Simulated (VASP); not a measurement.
# GaPPt5: structure and properties in VASP, part 3 of 5

What structure does GaPPt5 take at this level, and what are its properties? The start is a computed cell from the Materials Project.

VASP 6.6.1; PBEsol with D3(BJ); plane waves and PAW (Ga_d, P, Pt).

So far. Step 3 (Second relaxation): It ends with a largest force of 0.004 eV/Å and a pressure of -0.07 GPa. The volume moved by under 0.01 %: the run met its threshold at the first step. Step 4 (Single point with fields (PBEsol + D3(BJ))): In this run the pressure is -0.07 GPa, small enough to go on. The relaxed cell has a = 3.861, c = 6.792 Å (conventional setting).

## (5) Band structure (PBEsol + D3(BJ))

Levels along the symmetry lines show where the bands peak and cross; KPOINTS_OPT computes them in the converged potential.

INCAR reads:

```
SYSTEM = GaPPt5
PREC = Accurate
ENCUT = 400
EDIFF = 1E-06
NELM = 100
ISMEAR = 0
SIGMA = 0.05
LREAL = .FALSE.
ALGO = Normal
GGA = PS
IVDW = 12
NBANDS = 53
LASPH = .TRUE.
LORBIT = 11
LWAVE = .FALSE.
LCHARG = .FALSE.
KPAR = 4
```

POSCAR reads:

```
GaPPt5
1.0
    3.8607533356      0.0000000000      0.0000000000
    0.0000000000      3.8607533356      0.0000000000
    0.0000000000      0.0000000000      6.7919045108
Ga P Pt
1 1 5
Direct
    0.5000000000      0.5000000000      0.0000000000
    0.0000000000      0.0000000000      0.5000000000
    0.0000000000      0.5000000000      0.2901925662
    0.0000000000      0.5000000000      0.7098074338
    0.5000000000      0.0000000000      0.2901925662
    0.5000000000      0.0000000000      0.7098074338
    0.0000000000      0.0000000000      0.0000000000
```

KPOINTS reads:

```
Automatic mesh
0
Gamma
6 6 4
0 0 0
```

KPOINTS_OPT reads:

```
Line mode
12
Line-mode
Reciprocal
  0.00000000   0.00000000   0.00000000 GAMMA
  0.00000000   0.50000000   0.00000000 X

  0.00000000   0.50000000   0.00000000 X
  0.50000000   0.50000000   0.00000000 M

  0.50000000   0.50000000   0.00000000 M
  0.00000000   0.00000000   0.00000000 GAMMA

  0.00000000   0.00000000   0.00000000 GAMMA
  0.00000000   0.00000000   0.50000000 Z

  0.00000000   0.00000000   0.50000000 Z
  0.00000000   0.50000000   0.50000000 R

  0.00000000   0.50000000   0.50000000 R
  0.50000000   0.50000000   0.50000000 A

  0.50000000   0.50000000   0.50000000 A
  0.00000000   0.00000000   0.50000000 Z

  0.00000000   0.50000000   0.00000000 X
  0.00000000   0.50000000   0.50000000 R

  0.50000000   0.50000000   0.00000000 M
  0.50000000   0.50000000   0.50000000 A
```

PAW data sets: Ga_d, P and Pt (PBE family, release 64).

The run is started by

```sh
> mpirun -np 4 vasp_std
```

What it wrote:

```text
[... set-up lines as in an earlier step ...]
 entering main loop
       N       E                     dE             d eps       ncg     rms          rms(c)
DAV:   1     0.501643828801E+03    0.50164E+03   -0.25628E+04  3688   0.138E+03
DAV:   2     0.817726579000E+01   -0.49347E+03   -0.44883E+03  3420   0.404E+02
DAV:   3    -0.476498292163E+02   -0.55827E+02   -0.53800E+02  3572   0.104E+02
DAV:   4    -0.496185650073E+02   -0.19687E+01   -0.19618E+01  3641   0.211E+01
DAV:   5    -0.496665069989E+02   -0.47942E-01   -0.47928E-01  3813   0.306E+00    0.319E+01
DAV:   6    -0.475312615108E+02    0.21352E+01   -0.45597E+00  3488   0.120E+01    0.160E+01
DAV:   7    -0.473738202032E+02    0.15744E+00   -0.76390E-01  3910   0.735E+00    0.625E+00
DAV:   8    -0.472883286870E+02    0.85492E-01   -0.42581E-01  3486   0.530E+00    0.247E+00
DAV:   9    -0.472583719695E+02    0.29957E-01   -0.76226E-02  3463   0.197E+00    0.452E-01
DAV:  10    -0.472576890632E+02    0.68291E-03   -0.46905E-03  4478   0.436E-01    0.216E-01
DAV:  11    -0.472576839794E+02    0.50838E-05   -0.39437E-04  3571   0.904E-02    0.428E-02
DAV:  12    -0.472576778313E+02    0.61480E-05   -0.26199E-05  4097   0.324E-02    0.181E-02
DAV:  13    -0.472576775925E+02    0.23887E-06   -0.26093E-06  3319   0.978E-03
   1 F= -.51855002E+02 E0= -.51854122E+02  d E =-.175989E-02
 Start KPOINTS_OPT (optional k-point list driver)
k-point batch [1-30\108]
       N       E                     dE             ncg
DAV:   1     0.269235070397E+05   -0.16391E+05     3676
DAV:   2     0.120705394928E+05   -0.14853E+05     3423
DAV:   3     0.104361157607E+05   -0.16344E+04     3538
DAV:   4     0.103804377946E+05   -0.55678E+02     3715
DAV:   5     0.103789071892E+05   -0.15306E+01     3936
DAV:   6     0.103788314892E+05   -0.75700E-01     4522
DAV:   7     0.103788305485E+05   -0.94072E-03     4085
DAV:   8     0.103788305409E+05   -0.75535E-05     3410
DAV:   9     0.103788305406E+05   -0.30242E-06     2360
[...]
k-point batch [91-108\108]
       N       E                     dE             ncg
DAV:   1     0.303308079735E+05   -0.19736E+05     2218
DAV:   2     0.214548174437E+05   -0.88760E+04     2027
DAV:   3     0.204725952162E+05   -0.98222E+03     2161
DAV:   4     0.204386975455E+05   -0.33898E+02     2192
DAV:   5     0.204377596985E+05   -0.93785E+00     2372
DAV:   6     0.204377113693E+05   -0.48329E-01     2796
DAV:   7     0.204377108067E+05   -0.56255E-03     2428
DAV:   8     0.204377107979E+05   -0.87841E-05     2122
DAV:   9     0.204377107978E+05   -0.15710E-06     1388
```

Run time: 46 s. Hardware: 4 MPI ranks of Intel Xeon 6975P-C (Granite Rapids), shared host; peak memory 1.2 GiB; 3 min of CPU time.

OUTCAR, selected parts (step 5):

```text
   k-points           NKPTS =     30   k-points in BZ     NKDIM =     30   number of bands    NBANDS=     53

   NELECT =      68.0000    total number of electrons

 E-fermi :  11.4388

 k-point     1 :       0.0000    0.0000    0.0000
  band No.  band energies     occupation
    ...
     30       9.8482      2.00000
     31      10.0112      2.00000
     32      10.1906      2.00000
     33      10.1906      2.00000
     34      11.4539      0.66933
     35      11.5007      0.07975
     36      12.9794      0.00000
     37      13.0884      0.00000
     38      15.6052      0.00000
     39      15.6052      0.00000
    ...

 Edisp (eV)   -4.59732

  Total      -0.06024    -0.06024    -0.02910     0.00000    -0.00000     0.00000
  in kB      -0.95333    -0.95333    -0.46052     0.00000    -0.00000     0.00000
  external pressure =       -0.79 kB  Pullay stress =        0.00 kB

 POSITION                                       TOTAL-FORCE (eV/Angst)
 -----------------------------------------------------------------------------------
      1.93038      1.93038      0.00000         0.000000     -0.000000     -0.000000
      0.00000      0.00000      3.39595         0.000000     -0.000000     -0.000000
      0.00000      1.93038      1.97096         0.000000      0.000000      0.004032
      0.00000      1.93038      4.82094        -0.000000      0.000000     -0.004032
      1.93038      0.00000      1.97096         0.000000     -0.000000      0.004032
      1.93038      0.00000      4.82094         0.000000      0.000000     -0.004032
      0.00000      0.00000      0.00000         0.000000     -0.000000     -0.000000
 -----------------------------------------------------------------------------------
    total drift:                                0.000000      0.000000      0.000000

  FREE ENERGIE OF THE ION-ELECTRON SYSTEM (eV)
  ---------------------------------------------------
  free  energy   TOTEN  =       -51.8550023344 eV

  energy  without entropy=      -51.8532424489  energy(sigma->0) =      -51.85412239

[... 8 parts as in an earlier step ...]

[... 8 further parts left out ...]
```

Spin-orbit coupling is off here; with elements this heavy it splits and shifts levels by tenths of an eV or more.

This step gave:

| Quantity | Value |
| --- | --- |
| bands | 53 |
| pressure | -0.07891 GPa |

Electronic bands along the path, in eV, zero at the Fermi level; # counts the bands kept, so #1 is VASP's band 7:

```tsv
point	#25	#26	#27	#28	#29	#30	#31	#32
Γ	-1.43	-1.25	-1.25	0.02	0.06	1.54	1.65	4.17
0.45 of the way	-1.93	-1.87	-1.38	-0.72	1.00	1.05	2.16	2.96
X	-2.45	-1.64	-1.45	-1.02	-0.05	0.44	2.00	3.22
0.45 of the way	-2.02	-1.86	-1.54	-0.83	-0.36	0.38	0.80	2.28
M	-1.82	-1.68	-1.20	-0.58	-0.58	-0.17	0.85	0.85
0.55 of the way	-1.98	-1.89	-1.66	-0.42	0.75	1.21	1.71	2.30
Γ	-1.43	-1.25	-1.25	0.02	0.06	1.54	1.65	4.17
0.45 of the way	-0.89	-0.08	-0.08	0.02	0.06	0.77	2.12	3.44
Z	-0.39	0.02	0.06	0.29	1.46	1.46	2.06	2.06
0.45 of the way	-1.29	-0.97	-0.97	-0.60	0.32	1.03	2.73	3.08
R	-2.41	-2.05	-1.90	-0.94	1.19	2.05	2.51	3.21
0.45 of the way	-2.25	-1.75	-1.59	-1.07	0.72	2.00	2.22	2.30
A	-2.31	-1.72	-1.08	-0.55	0.56	0.56	0.70	0.70
0.45 of the way	-1.54	-1.31	-0.96	-0.57	0.85	1.21	1.22	1.96
Z	-0.39	0.02	0.06	0.29	1.46	1.46	2.06	2.06
jump to X	-2.45	-1.64	-1.45	-1.02	-0.05	0.44	2.00	3.22
0.45 of the way	-2.22	-1.89	-1.42	-1.24	0.41	1.08	2.51	2.93
R	-2.41	-2.05	-1.90	-0.94	1.19	2.05	2.51	3.21
jump to M	-1.82	-1.68	-1.20	-0.58	-0.58	-0.17	0.85	0.85
0.45 of the way	-1.70	-1.48	-1.39	-0.39	-0.03	-0.03	0.83	0.83
A	-2.31	-1.72	-1.08	-0.55	0.56	0.56	0.70	0.70
```

Of the projections kept (Ga, P, Pt), the largest for each band there; the rest of the weight can lie on other orbitals:

```tsv
point	#25	#26	#27	#28	#29	#30	#31	#32
Γ	Pt 1.00	Pt 0.81	Pt 0.81	Pt 1.00	Pt 1.00	Pt 0.64	Pt 0.50	Pt 0.45
X	Pt 0.99	Pt 0.95	Pt 0.85	Pt 1.00	Pt 0.95	Pt 0.95	Pt 0.70	Pt 0.76
M	Pt 1.00	Pt 1.00	Pt 0.89	Pt 1.00	Pt 1.00	Pt 0.84	Pt 0.92	Pt 0.92
Γ	Pt 1.00	Pt 0.81	Pt 0.81	Pt 1.00	Pt 1.00	Pt 0.64	Pt 0.50	Pt 0.45
Z	Pt 1.00	Pt 1.00	Pt 1.00	Pt 0.81	Pt 0.76	Pt 0.76	Pt 0.86	Pt 0.86
R	Pt 0.94	Pt 1.00	Pt 0.96	Pt 0.99	Pt 0.79	Pt 0.67	Pt 0.81	Pt 0.72
```

There is no gap at this level.

## (6) Total and projected DOS (PBEsol + D3(BJ))

Here the states are counted by energy and projected on the atoms. The mesh is finer than in the run before.

INCAR: that of step 5 with these lines changed.

```diff
@@ -5,3 +5,3 @@
 NELM = 100
-ISMEAR = 0
+ISMEAR = -5
 SIGMA = 0.05
@@ -17 +17,2 @@
 KPAR = 4
+NEDOS = 2001
```

POSCAR is that of step 5.

KPOINTS reads:

```
Automatic mesh
0
Gamma
9 9 5
0 0 0
```

The run is started by

```sh
> mpirun -np 4 vasp_std
```

What it wrote:

```text
[... set-up lines as in an earlier step ...]
 entering main loop
       N       E                     dE             d eps       ncg     rms          rms(c)
DAV:   1     0.504511766534E+03    0.50451E+03   -0.25737E+04  5511   0.137E+03
DAV:   2     0.917818246547E+01   -0.49533E+03   -0.45083E+03  5118   0.407E+02
DAV:   3    -0.476422574170E+02   -0.56820E+02   -0.54758E+02  5377   0.104E+02
DAV:   4    -0.496211549623E+02   -0.19789E+01   -0.19719E+01  5530   0.211E+01
DAV:   5    -0.496680092303E+02   -0.46854E-01   -0.46833E-01  5654   0.304E+00    0.319E+01
DAV:   6    -0.475379427891E+02    0.21301E+01   -0.47203E+00  5250   0.120E+01    0.160E+01
DAV:   7    -0.473836222156E+02    0.15432E+00   -0.80830E-01  5927   0.761E+00    0.632E+00
DAV:   8    -0.472894879376E+02    0.94134E-01   -0.43389E-01  5253   0.550E+00    0.242E+00
DAV:   9    -0.472629248589E+02    0.26563E-01   -0.72555E-02  5193   0.195E+00    0.468E-01
DAV:  10    -0.472623251625E+02    0.59970E-03   -0.47603E-03  6745   0.431E-01    0.219E-01
DAV:  11    -0.472622904848E+02    0.34678E-04   -0.37893E-04  5227   0.919E-02    0.401E-02
DAV:  12    -0.472623004958E+02   -0.10011E-04   -0.34412E-05  6297   0.440E-02    0.155E-02
DAV:  13    -0.472622991101E+02    0.13857E-05   -0.33557E-06  5297   0.106E-02    0.479E-03
DAV:  14    -0.472622992066E+02   -0.96551E-07   -0.43410E-07  2995   0.501E-03
   1 F= -.51859624E+02 E0= -.51859624E+02  d E =0.000000E+00
 -----------------------------------------------------------------------------
|                                                                             |
|           W    W    AA    RRRRR   N    N  II  N    N   GGGG   !!!           |
|           W    W   A  A   R    R  NN   N  II  NN   N  G    G  !!!           |
|           W    W  A    A  R    R  N N  N  II  N N  N  G       !!!           |
|           W WW W  AAAAAA  RRRRR   N  N N  II  N  N N  G  GGG   !            |
|           WW  WW  A    A  R   R   N   NN  II  N   NN  G    G                |
|           W    W  A    A  R    R  N    N  II  N    N   GGGG   !!!           |
|                                                                             |
|     Tetrahedron method does not include variations of the Fermi             |
|     occupations, so forces and stress will be inaccurate. We suggest        |
|     using a different smearing scheme ISMEAR = 1 or 2 for metals in         |
|     relaxations.                                                            |
|                                                                             |
 -----------------------------------------------------------------------------
```

Elapsed: 29 s, on 4 MPI ranks; peak memory 1.1 GiB; 1.8 min of CPU time.

OUTCAR, selected parts (step 6):

```text
   k-points           NKPTS =     45   k-points in BZ     NKDIM =     45   number of bands    NBANDS=     53

   NELECT =      68.0000    total number of electrons

 E-fermi :  11.3254

 k-point     1 :       0.0000    0.0000    0.0000
  band No.  band energies     occupation
    ...
     30       9.8614      2.00000
     31      10.0231      2.00000
     32      10.1923      2.00000
     33      10.1923      2.00000
     34      11.4718      0.51286
     35      11.5187      0.00000
     36      12.9827      0.00000
     37      13.0839      0.00000
     38      15.6054      0.00000
     39      15.6054      0.00000
    ...

 Edisp (eV)   -4.59732

  Total       0.09250     0.09250    -0.34513     0.00000     0.00000    -0.00000
  in kB       1.46387     1.46387    -5.46203     0.00000     0.00000    -0.00000
  external pressure =       -0.84 kB  Pullay stress =        0.00 kB

 POSITION                                       TOTAL-FORCE (eV/Angst)
 -----------------------------------------------------------------------------------
      1.93038      1.93038      0.00000         0.000000      0.000000      0.000000
      0.00000      0.00000      3.39595         0.000000      0.000000      0.000000
      0.00000      1.93038      1.97096         0.000000     -0.000000     -0.028617
      0.00000      1.93038      4.82094        -0.000000     -0.000000      0.028617
      1.93038      0.00000      1.97096         0.000000      0.000000     -0.028617
      1.93038      0.00000      4.82094         0.000000      0.000000      0.028617
      0.00000      0.00000      0.00000         0.000000      0.000000      0.000000
 -----------------------------------------------------------------------------------
    total drift:                                0.000000      0.000000      0.000000

  FREE ENERGIE OF THE ION-ELECTRON SYSTEM (eV)
  ---------------------------------------------------
  free  energy   TOTEN  =       -51.8596239486 eV

  energy  without entropy=      -51.8596239486  energy(sigma->0) =      -51.85962395

[... 6 parts as in an earlier step ...]

[... 10 further parts left out ...]
```

With tetrahedra the forces and stress of a metal are not exact derivatives of the energy.

This step gave:

| Item | Value |
| --- | --- |
| SCF cycles | 14 |
| irreducible k-points | 45 |
| free energy (TOTEN) | -51.8596 eV |
| Fermi energy | 11.33 eV |
| pressure | -0.08448 GPa |
| DOS at the Fermi level | 0.7856 states/eV/cell |

The density of states has structure finer than the step of the table below, so its rows give means over 0.5 eV, whole bins alone (the curve runs from -12.0 to 3.80 eV). Peaks (eV: height): total -6.20: 10.7, -4.76: 11.1, -2.76: 10.7, -2.12: 13.2; Pt d -3.80: 8.71, -2.76: 9.07, -2.44: 8.80, -2.12: 11.4; Pt p -6.20: 0.643, -4.76: 0.815, -4.52: 0.674, -1.64: 0.627; Pt s -9.08: 0.659, -8.36: 1.53, -8.12: 0.728, -6.20: 0.780; P p -8.36: 0.742, -8.04: 0.540, -7.40: 1.20, 1.40: 0.223.

States under -12.0 eV and over 3.8 eV are left out. The density of states by energy, zero at the Fermi level; means over each step; values in states/eV/cell:

```tsv
energy (eV)	total	Pt d	Pt p	Pt s	P p	Ga p	Ga s
-11.5	0	0	0	0	0	0	0
-11.0	0.104	0.00520	0.00402	0.0474	0.00425	2.1e-4	0.0171
-10.5	0.437	0.0301	0.0247	0.173	0.0151	0.00175	0.0804
-10.0	0.770	0.0708	0.0546	0.260	0.0214	0.00553	0.156
-9.5	1.21	0.195	0.0893	0.352	0.0561	0.0104	0.215
-9.0	2.25	0.568	0.163	0.488	0.138	0.0140	0.387
-8.5	3.40	1.15	0.215	0.751	0.377	0.0258	0.204
-8.0	3.51	1.40	0.243	0.514	0.409	0.0237	0.220
-7.5	4.07	2.03	0.255	0.419	0.607	0.0246	0.0308
-7.0	1.31	0.685	0.0732	0.177	0.0819	0.0520	0.00641
-6.5	5.88	3.77	0.318	0.575	0.150	0.180	0.0179
-6.0	8.21	5.97	0.427	0.492	0.0937	0.199	0.0118
-5.5	8.70	6.87	0.426	0.273	0.0864	0.149	0.00610
-5.0	8.23	6.21	0.531	0.197	0.106	0.185	0.0128
-4.5	7.31	5.50	0.559	0.140	0.0893	0.183	0.0100
-4.0	8.40	6.75	0.536	0.113	0.0917	0.100	0.00786
-3.5	5.94	4.85	0.332	0.0930	0.0457	0.0525	0.00790
-3.0	9.15	7.74	0.368	0.146	0.0663	0.0455	0.0167
-2.5	8.69	7.50	0.296	0.166	0.0556	0.0296	0.0109
-2.0	10.1	8.75	0.415	0.140	0.0979	0.0345	0.0202
-1.5	6.60	5.18	0.513	0.178	0.115	0.0307	0.0502
-1.0	4.94	3.99	0.347	0.103	0.0710	0.0311	0.0538
-0.5	2.30	1.90	0.152	0.0294	0.0224	0.0218	0.0346
0.0	0.954	0.706	0.0785	0.0318	0.0189	0.0217	0.0149
0.5	2.45	1.52	0.253	0.161	0.0862	0.0794	0.0331
1.0	3.64	2.16	0.321	0.315	0.142	0.135	0.0843
1.5	3.26	1.61	0.313	0.341	0.163	0.122	0.198
2.0	2.81	1.18	0.344	0.307	0.175	0.120	0.195
2.5	1.78	0.689	0.241	0.182	0.136	0.109	0.114
3.0	1.95	0.635	0.289	0.250	0.136	0.117	0.102
3.5	2.64	0.770	0.477	0.366	0.126	0.177	0.116
```

The finer mesh and the other smearing move the Fermi level by -0.11 eV from the 6×6×4 run, one measure of the sampling error in the zero of the bands above. Of the states within 0.3 eV of the Fermi level, the largest shares in the PAW spheres are Pt d 73 % and Pt p 8 %. The rest lies in smaller channels or between the spheres.

(Continued in part 4 of 5.)

[Lines on the potential files, build, host, timing and source positions are cut from VASP's logs without a mark.]

[Logs are printed without paths, hosts, clocks, repeated set-up lines and the standing remarks that a program may print on its own settings, such as how far it seeks lower states.]

[Hosts, paths, dates, database ids (printed as entryN), source tags and the programs' standing remarks are cut or masked in the printed files.]

[A measured line is paired with the nearest computed mode of its activity, which favours agreement.]

[In band tables of VASP the shares of atoms and orbitals are scaled to a sum of 1 inside the atoms' spheres.]
